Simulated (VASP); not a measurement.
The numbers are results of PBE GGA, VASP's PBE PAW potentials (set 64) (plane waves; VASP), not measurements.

A VASP calculation is set up with these files.

KPOINTS:
```
Automatic mesh
0
Gamma
7 7 1
0 0 0
```

File POSCAR:
```
MgO(100) slab
1
    3.0030462020     0.0000000000     0.0000000000
    0.0000000000     3.0030462020     0.0000000000
    0.0000000000     0.0000000000    27.8724878603
O Mg
6 6
Direct
  1.0000000000   0.5000000000   0.3085869255
  1.0000000000   0.5000000000   0.4619196709
  0.5000000000   1.0000000000   0.3858921189
  1.0000000000   0.5000000000   0.6141078811
  0.5000000000   0.0000000000   0.5380803291
  0.5000000000   1.0000000000   0.6914130745
  0.5000000000   0.0000000000   0.3104105033
  1.0000000000   0.5000000000   0.3855595654
  0.5000000000   1.0000000000   0.4619070581
  1.0000000000   0.5000000000   0.5380929419
  0.5000000000   1.0000000000   0.6144404346
  1.0000000000   0.5000000000   0.6895894967
```

INCAR:
```
SYSTEM=MgO(100) slab
PREC=Normal; ENCUT=450; LREAL=.False.
LASPH=.True.
EDIFF=1E-6; NELM=100; NELMIN=4
ALGO=Normal
ISMEAR=0; SIGMA=0.05
GGA=PE
LWAVE=.False.; LCHARG=.False.; LORBIT=11
LVHAR=.True.
DIPOL=0.5 0.5 0.5
LDIPOL=.True.; IDIPOL=3
```

POTCAR, in this order: O Mg (PBE.64 set). Program: vasp_std. Read from the step before: WAVECAR.

Predict the energy per atom (σ→0), band gap (on the k-mesh).

```yaml
energy per atom (σ→0): -566.8 kJ/mol of atoms
band gap (on the k-mesh): 3.61 eV
```

OSZICAR:
```
       N       E                     dE             d eps       ncg     rms          rms(c)
DAV:   1    -0.704952522760E+02   -0.70495E+02   -0.80091E-05   655   0.485E-02    0.167E-02
DAV:   2    -0.704952457943E+02    0.64817E-05   -0.37861E-05   754   0.423E-02    0.164E-03
DAV:   3    -0.704952459695E+02   -0.17519E-06   -0.27602E-06   610   0.107E-02    0.132E-03
DAV:   4    -0.704952459236E+02    0.45934E-07   -0.31962E-07   492   0.488E-03
   1 F= -.70495246E+02 E0= -.70495246E+02  d E =-.751759E-18
```

The cell is a thin slab with vacuum, built from MgO (rock salt): (100) face.
